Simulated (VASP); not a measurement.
Method: RPBE GGA, VASP's PBE PAW potentials (set 64) (plane waves; VASP).

VASP input:

### KPOINTS
```
K-points
0
G
8 8 6
```

POSCAR:
```
NiSb
1
    1.9983692147    -3.4612771836    -0.0000000000
    1.9983692147     3.4612771836     0.0000000000
    0.0000000000    -0.0000000000     5.2223452898
Ni Sb
2 2
Direct
  0.0000000000   0.0000000000   0.5000000000
  0.0000000000   0.0000000000   0.0000000000
  0.3333330000   0.6666670000   0.2500000000
  0.6666670000   0.3333330000   0.7500000000
```

**INCAR**
```
SYSTEM=NiSb
PREC=Accurate; ENCUT=520; LREAL=F
LASPH=T
EDIFF=1E-6; NELM=100; ALGO=Normal
LMAXMIX=4
ISMEAR=1; SIGMA=0.1
GGA=RP
IBRION=2; NSW=60; ISIF=3
EDIFFG=-0.02
LWAVE=F; LCHARG=F
```

POTCAR, in this order: Ni Sb (PBE.64 set). Program: vasp_std.

The resulting files:

**OUTCAR**
```
 ion  position               nearest neighbor table
   1  0.000  0.000  0.500-   2 2.61   2 2.61   4 2.65   3 2.65   4 2.65   3 2.65   4 2.65   3 2.65
  LATTYP: Found a hexagonal cell.
 ALAT       =     3.9967385779
 C/A-ratio  =     1.3066517081
 Subroutine PRICEL returns:
 Original cell was already a primitive cell.
 Subroutine GETGRP returns: Found 24 space group operations
The static configuration has the point symmetry D_3d.
 The point group associated with its full space group is D_6h.
The dynamic configuration has the point symmetry D_3d.
 Subroutine INISYM returns: Found 24 space group operations
 Subroutine IBZKPT returns following result:
 Found     40 irreducible k-points:

 Following reciprocal coordinates:
            Coordinates               Weight
  0.000000  0.000000  0.000000      1.000000
  0.125000  0.000000  0.000000      6.000000
  0.250000  0.000000  0.000000      6.000000
  0.375000  0.000000  0.000000      6.000000
  0.500000  0.000000  0.000000      3.000000
  0.125000  0.125000  0.000000      6.000000
  0.250000  0.125000  0.000000     12.000000
  0.375000  0.125000  0.000000     12.000000
  0.250000  0.250000  0.000000      6.000000
  0.375000  0.250000  0.000000      6.000000
  0.000000  0.000000  0.166667      2.000000
  0.125000  0.000000  0.166667     12.000000
  0.250000  0.000000  0.166667     12.000000
  0.375000  0.000000  0.166667     12.000000
  0.500000  0.000000  0.166667      6.000000
  0.125000  0.125000  0.166667     12.000000
  0.250000  0.125000  0.166667     24.000000
  0.375000  0.125000  0.166667     24.000000
  0.250000  0.250000  0.166667     12.000000
  0.375000  0.250000  0.166667     12.000000
  0.000000  0.000000  0.333333      2.000000
  0.125000  0.000000  0.333333     12.000000
  0.250000  0.000000  0.333333     12.000000
  0.375000  0.000000  0.333333     12.000000
  0.500000  0.000000  0.333333      6.000000
  0.125000  0.125000  0.333333     12.000000
  0.250000  0.125000  0.333333     24.000000
  0.375000  0.125000  0.333333     24.000000
  0.250000  0.250000  0.333333     12.000000
  0.375000  0.250000  0.333333     12.000000
  0.000000  0.000000  0.500000      1.000000
  0.125000  0.000000  0.500000      6.000000
  0.250000  0.000000  0.500000      6.000000
  0.375000  0.000000  0.500000      6.000000
  0.500000  0.000000  0.500000      3.000000
  0.125000  0.125000  0.500000      6.000000
  0.250000  0.125000  0.500000     12.000000
  0.375000  0.125000  0.500000     12.000000
  0.250000  0.250000  0.500000      6.000000
  0.375000  0.250000  0.500000      6.000000
   k-points           NKPTS =     40   k-points in BZ     NKDIM =     40   number of bands    NBANDS=     19
   number of dos      NEDOS =    301   number of ions     NIONS =      4
   total plane-waves  NPLWV =  36000
   dimension x,y,z NGX =    30 NGY =   30 NGZ =   40
   dimension x,y,z NGXF=    60 NGYF=   60 NGZF=   80
   ions per type =               2   2
   PREC   = accura    normal or accurate (medium, high low for compatibility)
   ISTART =      0    job   : 0-new  1-cont  2-samecut
   ICHARG =      2    charge: 1-file 2-atom 10-const
   ISPIN  =      1    spin polarized calculation?
   LNONCOLLINEAR =      F non collinear calculations
   LSORBIT =      F    spin-orbit coupling
   INIWAV =      1    electr: 0-lowe 1-rand  2-diag
   ENCUT  =  520.0 eV  38.22 Ry    6.18 a.u.   7.43  7.43  9.71*2*pi/ulx,y,z
   NELM   =    100;   NELMIN=  2; NELMDL= -5     # of ELM steps
   EDIFF  = 0.1E-05   stopping-criterion for ELM
   LREAL  =      F    real-space projection
   NLSPLINE    = F    spline interpolate recip. space projectors
...
```

OSZICAR:
```
       N       E                     dE             d eps       ncg     rms          rms(c)
DAV:   1     0.168894551971E+03    0.16889E+03   -0.12560E+04  1520   0.161E+03
DAV:   2    -0.102162913410E+02   -0.17911E+03   -0.17422E+03  1526   0.319E+02
DAV:   3    -0.194292236196E+02   -0.92129E+01   -0.88862E+01  1758   0.871E+01
DAV:   4    -0.197009719286E+02   -0.27175E+00   -0.26993E+00  1688   0.143E+01
DAV:   5    -0.197099741147E+02   -0.90022E-02   -0.89982E-02  1897   0.272E+00    0.126E+01
DAV:   6    -0.226726678603E+02   -0.29627E+01   -0.34569E+01  1671   0.105E+02    0.180E+01
DAV:   7    -0.184598126405E+02    0.42129E+01   -0.12919E+01  1652   0.742E+01    0.380E+00
DAV:   8    -0.185236193816E+02   -0.63807E-01   -0.16813E+00  2112   0.124E+01    0.275E+00
DAV:   9    -0.184626991974E+02    0.60920E-01   -0.26779E-01  1728   0.885E+00    0.648E-01
DAV:  10    -0.184634676308E+02   -0.76843E-03   -0.76105E-03  1604   0.855E-01    0.514E-01
DAV:  11    -0.184633702595E+02    0.97371E-04   -0.84018E-04  1747   0.235E-01    0.141E-01
DAV:  12    -0.184632096030E+02    0.16066E-03   -0.61895E-04  2190   0.406E-01    0.488E-02
DAV:  13    -0.184632164492E+02   -0.68463E-05   -0.67165E-05  1628   0.658E-02    0.259E-02
DAV:  14    -0.184632178896E+02   -0.14403E-05   -0.33565E-06  1480   0.171E-02    0.466E-03
DAV:  15    -0.184632175662E+02    0.32335E-06   -0.44518E-07   856   0.877E-03
   1 F= -.18463218E+02 E0= -.18463697E+02  d E =-.184632E+02
       N       E                     dE             d eps       ncg     rms          rms(c)
DAV:   1    -0.184746676140E+02   -0.11450E-01   -0.11241E-01  1649   0.549E+00    0.103E+00
DAV:   2    -0.185044131218E+02   -0.29746E-01   -0.30689E-01  1697   0.100E+01    0.181E+00
DAV:   3    -0.184634577414E+02    0.40955E-01   -0.14690E-01  1670   0.713E+00    0.178E-01
DAV:   4    -0.184633644521E+02    0.93289E-04   -0.43014E-03  1561   0.484E-01    0.737E-02
DAV:   5    -0.184632980284E+02    0.66424E-04   -0.20806E-04  2047   0.245E-01    0.207E-02
DAV:   6    -0.184632990050E+02   -0.97663E-06   -0.32240E-05  2098   0.446E-02    0.989E-03
DAV:   7    -0.184632986933E+02    0.31174E-06   -0.13694E-06   980   0.133E-02
   2 F= -.18463299E+02 E0= -.18463756E+02  d E =-.811271E-04
       N       E                     dE             d eps       ncg     rms          rms(c)
DAV:   1    -0.184657031250E+02   -0.24041E-02   -0.22819E-02  1649   0.247E+00    0.471E-01
DAV:   2    -0.184720225067E+02   -0.63194E-02   -0.57225E-02  1689   0.457E+00    0.816E-01
DAV:   3    -0.184633929833E+02    0.86295E-02   -0.27738E-02  1681   0.330E+00    0.682E-02
DAV:   4    -0.184634185091E+02   -0.25526E-04   -0.10618E-03  1573   0.189E-01    0.522E-02
DAV:   5    -0.184633855275E+02    0.32982E-04   -0.63216E-05  1916   0.146E-01    0.164E-02
DAV:   6    -0.184633844773E+02    0.10502E-05   -0.61260E-06  1522   0.168E-02    0.996E-03
DAV:   7    -0.184633828101E+02    0.16671E-05   -0.14235E-06   831   0.227E-02    0.147E-03
DAV:   8    -0.184633825436E+02    0.26659E-06   -0.10238E-06   769   0.905E-03
   3 F= -.18463383E+02 E0= -.18463852E+02  d E =-.164977E-03
       N       E                     dE             d eps       ncg     rms          rms(c)
DAV:   1    -0.184633952314E+02   -0.12421E-04   -0.11463E-04  1643   0.174E-01    0.328E-02
DAV:   2    -0.184634251812E+02   -0.29950E-04   -0.28310E-04  1684   0.322E-01    0.581E-02
DAV:   3    -0.184633832286E+02    0.41953E-04   -0.13731E-04  1678   0.231E-01    0.483E-03
DAV:   4    -0.184633830620E+02    0.16657E-06   -0.46402E-06  1513   0.129E-02
   4 F= -.18463383E+02 E0= -.18463852E+02  d E =-.165496E-03
```

**OUTCAR**
```
------------------------ aborting loop because EDIFF is reached ----------------------------------------
  FORCE on cell =-STRESS in cart. coord.  units (eV):
  Direction    XX          YY          ZZ          XY          YZ          ZX
  --------------------------------------------------------------------------------------
  Total        0.0517509      0.0517509     -0.0414762      0.0000000      0.0000000     -0.0000000
  in kB        1.1447970      1.1447971     -0.9175072      0.0000000      0.0000000     -0.0000000
  external PRESSURE =       0.4573623 kB  Pullay stress =       0.0000000 kB
  volume of cell :       72.43
      direct lattice vectors                 reciprocal lattice vectors
     2.000698664 -3.465311910 -0.000000000     0.249912697 -0.144287156  0.000000000
     2.000698664  3.465311910  0.000000000     0.249912697  0.144287156  0.000000000
    -0.000000000 -0.000000000  5.223308665    -0.000000000 -0.000000000  0.191449532
 POSITION                                       TOTAL-FORCE (eV/Angst)
 -----------------------------------------------------------------------------------
      2.00070      3.46531      2.61165        -0.000000      0.000000     -0.000000
      2.00070      3.46531      5.22331        -0.000000     -0.000000     -0.000000
      2.00070      1.15511      1.30583         0.000000      0.000000     -0.000000
      2.00070     -1.15511      3.91748        -0.000000     -0.000000      0.000000
 -----------------------------------------------------------------------------------
    total drift:                                0.000000      0.000000      0.000000
  FREE ENERGIE OF THE ION-ELECTRON SYSTEM (eV)
  ---------------------------------------------------
  free  energy   TOTEN  =       -18.4633830620 eV

  energy  without entropy=      -18.4647895144  energy(sigma->0) =      -18.46385188

 reached required accuracy - stopping structural energy minimisation
```
(Selected blocks of OUTCAR.)

File CONTCAR:
```
NiSb
   1.00000000000000
     2.0006986644921589   -3.4653119095932938   -0.0000000000000000
     2.0006986644921589    3.4653119095932938    0.0000000000000000
    -0.0000000000000000   -0.0000000000000000    5.2233086649039491
  Ni              Sb
     2     2
Direct
     0.0000000000000000    1.0000000000000000    0.5000000000000000
     0.0000000000000000    1.0000000000000000    1.0000000000000000
     0.3333330000000032    0.6666669999999968    0.2500000000000000
     0.6666669999999968    0.3333330000000032    0.7500000000000000
```

The compound is NiSb in the NiAs type structure. This run relaxes it. Symmetry was kept, so distortions that lower it aren't found. The start is the result of an earlier pass. The run is not spin-polarised, so no magnetic state was tried.
